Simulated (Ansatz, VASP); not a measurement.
# Cross-check of H5C2NO (liquid N-methylformamide at 298 K) between VASP and Ansatz

Aim: how closely do two programs agree when they are given the same cell, functional and k mesh? The cell is taken from a series of runs on this material, whose earlier steps may have relaxed, scaled, displaced or heated it; both programs get it as it stands.

Calculated with Ansatz 0.2.0; plane waves, with VASP 6.6.1 beside it; single point at PBE with D3(BJ).

**1. The structure**

The cell holds 180 atoms: 40 C, 20 N, 20 O and 100 H. Cell: a = 12.509 Å, b = 12.509 Å, c = 12.509 Å, α = 90.0°, β = 90.0°, γ = 90.0°. As first built, before any earlier steps moved the atoms (in the runner's words): 20 N-methylformamide placed at random, at 1 g/cm^3; overlaps pushed apart, then 10 ps at 398 K with MMFF94 bonds, angles, torsions, charges and radii (Halgren, J. Comput. Chem. 17, 490 (1996)) in harmonic and 12-6 forms. Snapshot after 20 ps at 298 K and fixed volume. The density is a measured one.

**2. Ansatz: single point, PBE with D3(BJ)**

Ansatz runs on its default PAW (the set named soft_2) files.

With cell and atoms fixed, the geometry can't cause a difference; cores, projectors, grids and the points listed under the comparison can.

The input, input.yaml:

```yaml
crystal:
  lattice:
    - [12.50867, 0.0, 0.0]
    - [0.0, 12.50867, 0.0]
    - [0.0, 0.0, 12.50867]
  atoms:
    - { symbol: C, position: [0.95357, 0.82953, 0.77208] }
    - { symbol: "N", position: [0.90499, 0.9197, 0.82634] }
    - { symbol: C, position: [0.9082, 0.02023, 0.78764] }
    - { symbol: O, position: [0.95712, 0.05011, 0.70783] }
    - { symbol: H, position: [0.95045, 0.83744, 0.6853] }
    - { symbol: H, position: [0.90766, 0.75934, 0.79625] }
    - { symbol: H, position: [0.03449, 0.83067, 0.80212] }
    - { symbol: H, position: [0.86626, 0.91313, 0.89966] }
    - { symbol: H, position: [0.87203, 0.07394, 0.836] }
    - { symbol: C, position: [0.65662, 0.81572, 0.03042] }
    - { symbol: "N", position: [0.66546, 0.9185, 0.07903] }
    - { symbol: C, position: [0.75846, 0.9757, 0.06637] }
    - { symbol: O, position: [0.83806, 0.93776, 0.03278] }
    - { symbol: H, position: [0.73146, 0.77621, 0.01693] }
    - { symbol: H, position: [0.61395, 0.82127, 0.95269] }
    - { symbol: H, position: [0.6097, 0.76087, 0.084] }
    - { symbol: H, position: [0.60204, 0.96423, 0.09686] }
    - { symbol: H, position: [0.75768, 0.05986, 0.08698] }
    - { symbol: C, position: [0.64995, 0.47874, 0.06545] }
    - { symbol: "N", position: [0.67112, 0.56036, 0.14153] }
    - { symbol: C, position: [0.77601, 0.59218, 0.16113] }
    - { symbol: O, position: [0.85928, 0.5633, 0.11578] }
    - { symbol: H, position: [0.58552, 0.43264, 0.1058] }
    - { symbol: H, position: [0.71469, 0.42851, 0.05461] }
    - { symbol: H, position: [0.62382, 0.51837, 0.99059] }
    - { symbol: H, position: [0.61834, 0.59098, 0.19424] }
    - { symbol: H, position: [0.7815, 0.64994, 0.22574] }
    - { symbol: C, position: [0.22507, 0.47295, 0.58451] }
    - { symbol: "N", position: [0.2663, 0.51477, 0.68966] }
    - { symbol: C, position: [0.20757, 0.52147, 0.77729] }
    - { symbol: O, position: [0.11275, 0.49474, 0.77986] }
    - { symbol: H, position: [0.2276, 0.54255, 0.53565] }
    - { symbol: H, position: [0.14226, 0.43937, 0.58715] }
    - { symbol: H, position: [0.2841, 0.40907, 0.55929] }
    - { symbol: H, position: [0.34474, 0.5365, 0.6962] }
    - { symbol: H, position: [0.26131, 0.53309, 0.84483] }
    - { symbol: C, position: [0.75715, 0.67142, 0.58526] }
    - { symbol: "N", position: [0.70588, 0.63655, 0.68389] }
    - { symbol: C, position: [0.66994, 0.71409, 0.75359] }
    - { symbol: O, position: [0.69066, 0.80798, 0.74246] }
    - { symbol: H, position: [0.83887, 0.69024, 0.61364] }
    - { symbol: H, position: [0.7185, 0.72818, 0.53484] }
    - { symbol: H, position: [0.76221, 0.59624, 0.53418] }
    - { symbol: H, position: [0.68747, 0.55596, 0.69101] }
    - { symbol: H, position: [0.62881, 0.68596, 0.83032] }
    - { symbol: C, position: [0.32649, 0.147, 0.20619] }
    - { symbol: "N", position: [0.42871, 0.16091, 0.2584] }
    - { symbol: C, position: [0.49972, 0.07881, 0.27219] }
    - { symbol: O, position: [0.49495, 0.99405, 0.23027] }
    - { symbol: H, position: [0.34371, 0.13843, 0.12354] }
    - { symbol: H, position: [0.27506, 0.2184, 0.20982] }
    - { symbol: H, position: [0.28878, 0.07255, 0.23219] }
    - { symbol: H, position: [0.44576, 0.23306, 0.29053] }
    - { symbol: H, position: [0.56629, 0.09281, 0.32957] }
    - { symbol: C, position: [0.28822, 0.0294, 0.47567] }
    - { symbol: "N", position: [0.21348, 0.02089, 0.56226] }
    - { symbol: C, position: [0.1564, 0.92816, 0.58847] }
    - { symbol: O, position: [0.18309, 0.83838, 0.55982] }
    - { symbol: H, position: [0.35957, 0.98566, 0.48758] }
    - { symbol: H, position: [0.30641, 0.116, 0.4713] }
    - { symbol: H, position: [0.25353, 0.99686, 0.40855] }
    - { symbol: H, position: [0.17628, 0.09065, 0.56423] }
    - { symbol: H, position: [0.09384, 0.94634, 0.64981] }
    - { symbol: C, position: [0.33774, 0.51762, 0.2391] }
    - { symbol: "N", position: [0.40486, 0.52195, 0.33165] }
    - { symbol: C, position: [0.41711, 0.43292, 0.38781] }
    - { symbol: O, position: [0.37997, 0.34497, 0.3738] }
    - { symbol: H, position: [0.33731, 0.44334, 0.19305] }
    - { symbol: H, position: [0.36642, 0.57632, 0.18131] }
    - { symbol: H, position: [0.25801, 0.54994, 0.25019] }
    - { symbol: H, position: [0.43713, 0.59272, 0.35533] }
    - { symbol: H, position: [0.4633, 0.45534, 0.45545] }
    - { symbol: C, position: [0.50054, 0.22758, 0.60588] }
    - { symbol: "N", position: [0.54972, 0.28799, 0.6869] }
    - { symbol: C, position: [0.5355, 0.39497, 0.70372] }
    - { symbol: O, position: [0.49404, 0.45948, 0.64371] }
    - { symbol: H, position: [0.50118, 0.14591, 0.6233] }
    - { symbol: H, position: [0.54605, 0.22958, 0.52901] }
    - { symbol: H, position: [0.41982, 0.25927, 0.59435] }
    - { symbol: H, position: [0.58631, 0.24888, 0.74608] }
    - { symbol: H, position: [0.56456, 0.42848, 0.78121] }
    - { symbol: C, position: [0.17364, 0.2543, 0.84158] }
    - { symbol: "N", position: [0.1499, 0.14572, 0.81774] }
    - { symbol: C, position: [0.22568, 0.06261, 0.83262] }
    - { symbol: O, position: [0.31354, 0.07534, 0.87863] }
    - { symbol: H, position: [0.09341, 0.29672, 0.86579] }
    - { symbol: H, position: [0.20183, 0.29799, 0.77262] }
    - { symbol: H, position: [0.23493, 0.26076, 0.90127] }
    - { symbol: H, position: [0.08258, 0.12681, 0.77708] }
    - { symbol: H, position: [0.19828, 0.98699, 0.79358] }
    - { symbol: C, position: [0.46734, 0.77148, 0.49322] }
    - { symbol: "N", position: [0.55082, 0.82328, 0.43519] }
    - { symbol: C, position: [0.58557, 0.77948, 0.34451] }
    - { symbol: O, position: [0.55576, 0.68879, 0.31725] }
    - { symbol: H, position: [0.39015, 0.8088, 0.46136] }
    - { symbol: H, position: [0.47793, 0.7907, 0.57584] }
    - { symbol: H, position: [0.45791, 0.68223, 0.4825] }
    - { symbol: H, position: [0.57282, 0.8964, 0.45738] }
    - { symbol: H, position: [0.66107, 0.81248, 0.31718] }
    - { symbol: C, position: [0.46217, 0.30093, 0.93065] }
    - { symbol: "N", position: [0.48962, 0.18866, 0.92177] }
    - { symbol: C, position: [0.59159, 0.14994, 0.89709] }
    - { symbol: O, position: [0.66296, 0.20589, 0.86319] }
    - { symbol: H, position: [0.42023, 0.32992, 0.85711] }
    - { symbol: H, position: [0.53589, 0.34553, 0.94299] }
    - { symbol: H, position: [0.41725, 0.30999, 0.00524] }
    - { symbol: H, position: [0.43249, 0.13123, 0.93854] }
    - { symbol: H, position: [0.58557, 0.06518, 0.90515] }
    - { symbol: C, position: [0.68216, 0.42915, 0.44119] }
    - { symbol: "N", position: [0.78722, 0.42559, 0.39287] }
    - { symbol: C, position: [0.80771, 0.35925, 0.30733] }
    - { symbol: O, position: [0.73931, 0.31028, 0.25874] }
    - { symbol: H, position: [0.64362, 0.35309, 0.41875] }
    - { symbol: H, position: [0.64023, 0.49671, 0.40987] }
    - { symbol: H, position: [0.69515, 0.43173, 0.53149] }
    - { symbol: H, position: [0.84479, 0.47508, 0.41812] }
    - { symbol: H, position: [0.89615, 0.35525, 0.29091] }
    - { symbol: C, position: [0.0886, 0.99363, 0.0493] }
    - { symbol: "N", position: [0.03888, 0.88846, 0.05727] }
    - { symbol: C, position: [0.10649, 0.80084, 0.05349] }
    - { symbol: O, position: [0.19865, 0.80519, 0.02943] }
    - { symbol: H, position: [0.06762, 0.03226, 0.12562] }
    - { symbol: H, position: [0.0484, 0.04877, 0.9922] }
    - { symbol: H, position: [0.17805, 0.99353, 0.03947] }
    - { symbol: H, position: [0.96041, 0.87742, 0.05437] }
    - { symbol: H, position: [0.06292, 0.7273, 0.06169] }
    - { symbol: C, position: [0.069, 0.67956, 0.32455] }
    - { symbol: "N", position: [0.06785, 0.68782, 0.43264] }
    - { symbol: C, position: [0.00484, 0.62202, 0.4901] }
    - { symbol: O, position: [0.94366, 0.55616, 0.45395] }
    - { symbol: H, position: [0.06299, 0.59247, 0.30639] }
    - { symbol: H, position: [0.14728, 0.70419, 0.30006] }
    - { symbol: H, position: [0.00266, 0.72554, 0.28714] }
    - { symbol: H, position: [0.11594, 0.73906, 0.4745] }
    - { symbol: H, position: [0.01927, 0.62382, 0.57363] }
    - { symbol: C, position: [0.87421, 0.28341, 0.99476] }
    - { symbol: "N", position: [0.9208, 0.38438, 0.03171] }
    - { symbol: C, position: [0.02341, 0.39363, 0.07178] }
    - { symbol: O, position: [0.08378, 0.31468, 0.0854] }
    - { symbol: H, position: [0.79848, 0.28288, 0.02848] }
    - { symbol: H, position: [0.91973, 0.22157, 0.03068] }
    - { symbol: H, position: [0.87314, 0.27778, 0.9041] }
    - { symbol: H, position: [0.8715, 0.45063, 0.03944] }
    - { symbol: H, position: [0.04126, 0.47161, 0.10102] }
    - { symbol: C, position: [0.409, 0.80705, 0.7886] }
    - { symbol: "N", position: [0.39878, 0.79285, 0.9019] }
    - { symbol: C, position: [0.41242, 0.6969, 0.94977] }
    - { symbol: O, position: [0.43699, 0.61082, 0.91119] }
    - { symbol: H, position: [0.465, 0.87452, 0.78783] }
    - { symbol: H, position: [0.33002, 0.83391, 0.74914] }
    - { symbol: H, position: [0.44427, 0.73269, 0.74996] }
    - { symbol: H, position: [0.34397, 0.83949, 0.9428] }
    - { symbol: H, position: [0.39568, 0.70128, 0.03619] }
    - { symbol: C, position: [0.81302, 0.95005, 0.45379] }
    - { symbol: "N", position: [0.78616, 0.99662, 0.5563] }
    - { symbol: C, position: [0.69032, 0.03744, 0.57963] }
    - { symbol: O, position: [0.614, 0.02634, 0.52125] }
    - { symbol: H, position: [0.86739, 0.87899, 0.4692] }
    - { symbol: H, position: [0.86226, 0.00701, 0.41936] }
    - { symbol: H, position: [0.74557, 0.93991, 0.40586] }
    - { symbol: H, position: [0.84266, 0.00597, 0.61029] }
    - { symbol: H, position: [0.68616, 0.06706, 0.66568] }
    - { symbol: C, position: [0.12722, 0.33159, 0.35891] }
    - { symbol: "N", position: [0.07882, 0.25345, 0.28869] }
    - { symbol: C, position: [0.0451, 0.15414, 0.32532] }
    - { symbol: O, position: [0.06903, 0.12191, 0.41512] }
    - { symbol: H, position: [0.19089, 0.29374, 0.4045] }
    - { symbol: H, position: [0.06546, 0.35479, 0.4195] }
    - { symbol: H, position: [0.14549, 0.40446, 0.31312] }
    - { symbol: H, position: [0.08057, 0.26554, 0.20785] }
    - { symbol: H, position: [0.00848, 0.10674, 0.25963] }
    - { symbol: C, position: [0.89302, 0.29981, 0.66195] }
    - { symbol: "N", position: [0.91631, 0.39081, 0.72652] }
    - { symbol: C, position: [0.83981, 0.45584, 0.76595] }
    - { symbol: O, position: [0.74278, 0.44186, 0.75556] }
    - { symbol: H, position: [0.96149, 0.2473, 0.67115] }
    - { symbol: H, position: [0.87288, 0.33365, 0.57924] }
    - { symbol: H, position: [0.82613, 0.2522, 0.69483] }
    - { symbol: H, position: [0.99296, 0.41169, 0.73542] }
    - { symbol: H, position: [0.87145, 0.52746, 0.80705] }
kpoints:
  mp_grid: { grid: [1, 1, 1] }
hamiltonian:
  xc: pbe
  dispersion: d3bj
scf:
  occupations: { method: gaussian, width: 0.05 }
output:
  forces: true
  stress: true
  populations: true
  dos:
    method: { smearing: { sigma: 0.1 } }
    de: 0.1
    projected: { site_lists: { C: [C], H: [H], "N": ["N"], O: [O] } }
  eigenvalues: true
  write_density: true
  write_potential: true
  volumetric_format: npy
  elf: true
```

Launch:

```sh
> ansatz run input.yaml --threads 8 --pin off --max-ram 15872MiB --backend cpu --events-out ev --progress --plain --runs-dir out
```

Numbers of over 12 decimals in the logs are rounded to 6 here.

The log of the run:

```text
Engine: ansatz 0.2.0, x86_64-unknown-linux-gnu
Pseudopotentials: kind: paw
Pseudopotential: C, paw, valence charge 4, recommended cutoff 420 eV (normal), C.paw.azcp
Pseudopotential: N, paw, valence charge 5, recommended cutoff 420 eV (normal), N.paw.azcp
Pseudopotential: O, paw, valence charge 6, recommended cutoff 420 eV (normal), O.paw.azcp
Pseudopotential: H, paw, valence charge 1, recommended cutoff 420 eV (normal), H.paw.azcp
Functional definition: PBE
  parameter kappa = 0.804
  parameter beta = 0.066725
  exchange = pbe_x(kappa = kappa, mu = beta*pi^2/3)
  correlation = pbe_c(beta = beta)
Crystal: 180 atoms, lattice volume = 1957.192 Å³
Basis set: ecut = 420 eV, 38161 PW (Γ), exchange–correlation on 180×180×180 points (8 copies of the dense FFT grid, shifted against one another)
Bands: 420, of which v1, the nominal top of the filled ones, is band 240 counted from 1 (239 counted from 0)
Symmetry: 1 space group operations
Space group: P1 (ITA 1), of the structure as read, at distance tolerance 1.3e-4 Å
k-points: 1
Non-local potential: C, projectors of the file, l = 0: 2, l = 1: 2, l = 2: 1
Non-local potential: N, projectors of the file, l = 0: 2, l = 1: 2, l = 2: 1
Non-local potential: O, projectors of the file, l = 0: 2, l = 1: 2, l = 2: 1
Non-local potential: H, projectors of the file, l = 0: 2, l = 1: 1
PAW form: soft (Blöchl's): semilocal exchange-correlation on the pseudo side does not see the compensation charge
PAW one-centre angular grid: C, 110 points (default); XC on 64 Gauss nodes
PAW one-centre angular grid: N, 110 points (default); XC on 64 Gauss nodes
PAW one-centre angular grid: O, 110 points (default); XC on 64 Gauss nodes
PAW one-centre angular grid: H, 110 points (default); XC on 64 Gauss nodes
Initial density: superposition of atomic densities (neutral atoms: chi_scale 0, normalization atom), corrected by the library's trained network
Initial wavefunctions: pseudopotential atomic-orbital guess
Functional: x = pbe(κ = 0.804, μ = 0.219515), c = pbe(β = 0.066725)
SCF iter   1: F=—  HF=-30670.191887 eV  |F-HF|=—  |Δ(HF+E_count)|=         —  Δρ=7.33e-3  dr2=1.11e0  ethr=1.77e-3  ⟨swp⟩=6.0  Hψ=1940  notcnv=0  defer=48
preconditioner: auto → Resta (q_TF=auto, 2.159 Å⁻¹)  ε∞=2.3  [insulator: Δε(μ)=4.443 eV  Ē_g=16.229 eV  σ=0.050 eV  W_gap=1.00  n_scr=340 (ndim 8)  ℏωp=18.4 eV  f_vac=0.256  D(μ)=0.00/eV (n_scr^D=0)  ε∞_Penn≈2.3]
SCF iter   2: F=—  HF=-30669.979318 eV  |F-HF|=—  |Δ(HF+E_count)|=   2.13e-1  Δρ=4.00e-3  dr2=2.62e-1  ethr=2.30e-4  ⟨swp⟩=2.0  Hψ=732  notcnv=0  defer=168
SCF iter   3: F=—  HF=-30669.939753 eV  |F-HF|=—  |Δ(HF+E_count)|=   3.96e-2  Δρ=1.79e-3  dr2=7.75e-2  ethr=5.46e-5  ⟨swp⟩=2.0  Hψ=502  notcnv=0  defer=168
SCF iter   4: F=—  HF=-30669.928119 eV  |F-HF|=—  |Δ(HF+E_count)|=   1.16e-2  Δρ=4.82e-4  dr2=7.14e-3  ethr=1.62e-5  ⟨swp⟩=3.0  Hψ=489  notcnv=0  defer=168
SCF iter   5: F=—  HF=-30669.927454 eV  |F-HF|=—  |Δ(HF+E_count)|=   6.65e-4  Δρ=2.69e-4  dr2=1.61e-3  ethr=1.49e-6  ⟨swp⟩=2.0  Hψ=722  notcnv=0  defer=169
SCF iter   6: F=—  HF=-30669.927267 eV  |F-HF|=—  |Δ(HF+E_count)|=   1.86e-4  Δρ=1.35e-4  dr2=3.52e-4  ethr=3.34e-7  ⟨swp⟩=2.0  Hψ=485  notcnv=0  defer=169
SCF iter   7: F=—  HF=-30669.927222 eV  |F-HF|=—  |Δ(HF+E_count)|=   4.55e-5  Δρ=4.47e-5  dr2=3.60e-5  ethr=7.33e-8  ⟨swp⟩=2.0  Hψ=485  notcnv=0  defer=169
SCF iter   8: F=—  HF=-30669.930262 eV  |F-HF|=—  |Δ(HF+E_count)|=   3.04e-3  Δρ=1.67e-5  dr2=4.66e-6  ethr=7.49e-9  ⟨swp⟩=2.0  Hψ=474  notcnv=0  defer=169
SCF iter   9: F=—  HF=-30669.930263 eV  |F-HF|=—  |Δ(HF+E_count)|=   1.05e-6  Δρ=8.14e-6  dr2=1.25e-6  ethr=9.71e-10  ⟨swp⟩=2.0  Hψ=485  notcnv=0  defer=169
SCF iter  10: F=—  HF=-30669.930263 eV  |F-HF|=—  |Δ(HF+E_count)|=   1.03e-7  Δρ=2.80e-6  dr2=1.51e-7  ethr=2.61e-10  ⟨swp⟩=2.0  Hψ=485  notcnv=0  defer=169
SCF iter  11: F=-30669.930263 eV  HF=-30669.930263 eV  |F-HF|=7.64e-10  |Δ(HF+E_count)|=  4.69e-10  Δρ=9.06e-7  dr2=1.70e-8  ethr=2.08e-11  ⟨swp⟩=20.0  Hψ=3443  notcnv=0
SCF 1 converged in 11 iterations: F = -30669.930263 eV  dr2 = 1.70e-8
  greatest PAW one-centre occupation: 0.878 electrons in one spin orbital (limit 2), on the O atom at site 12 (counted from 0), in its partial waves of l = 0
[...]
atom 176  H      0.28821650    -0.22842942    -0.90765064
  atom 177  H      0.42562046    -1.29244413     0.78915249
  atom 178  H     -0.09387746     0.46166737    -0.23689451
  atom 179  H      0.91680197     0.60601434     0.30785633
  atom 180  H      0.19444288    -0.03340964     0.11130247
  max |Σ_I F_I| component: 4.34e-5 eV/Å
--- Stress (GPa, compression-positive) ---
        1.941701       0.363511      -0.422431
        0.363510       1.485329       0.575398
       -0.422432       0.575398       2.636690
  P = ⅓ Tr σ = 2.0212 GPa (20.212 kbar)
--- Band table (eV) ---
  k-point 0: bands = [... 236 lower, -0.9390, -0.8703, -0.8191, -0.7881, 3.1875, 3.2663, 3.2880, 3.4196, ... 176 higher]
--- Löwdin populations: 180 sites ---
  site symbol       q [e]
     0      C      4.3459
     1      N      5.2262
     2      C      3.7260
     3      O      6.4760
     4      H      0.7998
     5      H      0.7815
     6      H      0.7901
     7      H      0.6845
     8      H      0.8035
     9      C      4.3445
    10      N      5.2569
    11      C      3.6709
    12      O      6.4246
    13      H      0.7825
    14      H      0.8048
    15      H      0.8026
    16      H      0.6613
    17      H      0.8147
    18      C      4.3384
    19      N      5.2583
    20      C      3.6969
    21      O      6.4377
    22      H      0.7913
    23      H      0.7921
[...]
172      N      5.2501
   173      C      3.6921
   174      O      6.4539
   175      H      0.7936
   176      H      0.8147
   177      H      0.7972
   178      H      0.6725
   179      H      0.8427
  spilling = 0.014140 (of n_electrons = 480.000000)
```

Reading the cycles: dr2 is the Hartree energy of the density residual (eV), the measure of convergence; HF is the Harris–Foulkes estimate of the energy, which meets the free energy F at convergence.

(Part 1 of 2 ends here.)

[Lines on the potential files, build, host, timing and source positions are cut from VASP's logs without a mark.]

[Logs are printed without paths, hosts, clocks, repeated set-up lines and the standing remarks that a program may print on its own settings, such as how far it seeks lower states.]

[Hosts, paths, dates, database ids (printed as entryN), source tags and the programs' standing remarks are cut or masked in the printed files.]

[The MMFF94 radii named for the starting cell were scaled by 0.96; in molecules described by MMFF94, hydrogen bound to N, O or S took a small fixed 12-6 site in their place.]
